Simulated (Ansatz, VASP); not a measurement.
**Two plane-wave programs on HPbNO4**

```
H Pb N O
1.0
     3.77833    0.00174   -0.03583
     0.16999    4.24588   -0.01613
     0.74256    0.82161    5.75666
H Pb N O
1 1 1 4
Cartesian
  2.6237 3.9667 1.1059
  3.1974 2.6502 5.2476
  3.1127 1.4235 2.8522
  1.2981 2.6351 4.4632
  2.9124 4.5310 2.8312
  2.3178 3.9636 0.1864
  3.2570 2.0578 1.8045
```

Change from the starting cell: volume scaled by 0.94.

Alike in both runs: task single point; functional PBE; k mesh 7 × 6 × 5; occupations fermi-dirac, width 0.05 eV; no spin polarisation.

|  | VASP | Ansatz |
| --- | --- | --- |
| version | VASP 6.6.1 | Ansatz 0.2.0 |
| potentials or method | VASP PAW PBE potentials, release 64 (H, Pb_d, N, O) | Ansatz PAW |
| plane-wave cutoff (eV) | 520 | 420 |
| valence electrons in the cell | 44 | 44 |

VASP gave:

```
gap on the k mesh at the Fermi level (eV)       : 0.45
least direct gap on the mesh (eV)               : 0.73
pressure (GPa)                                  : 7.5
largest component of the traceless stress (GPa) : 2.50
rms of the force components (eV/Å)              : 0.972
```

Problem. Estimate Ansatz's values.

Solution. gap on the k mesh at the Fermi level (eV): 0.44; least direct gap on the mesh (eV): 0.73; pressure (GPa): 6.6; largest component of the traceless stress (GPa): 1.68; rms of the force components (eV/Å): 0.719.

Atom by atom the forces differ by 0.262 eV/Å (rms over components). With one functional, cell and mesh, what is left measures potentials, basis and numerics.

Caveats: spin-orbit coupling is left out, which as a rule narrows the gap of such compounds by several tenths of an eV; forces of over 1 eV/Å show positions far from the minimum, so gaps and moduli don't describe the material at rest; the standard files for N, O and F lose accuracy on very short bonds (VASP); an odd mesh through Γ misses points on the zone boundary, where band edges often lie (VASP); odd divisions of the mesh miss points on the zone boundary, where band edges often lie, so the gap on the mesh can be too wide (Ansatz); the pressure holds a Pulay correction of +0.7 GPa for the finite cutoff (Ansatz).
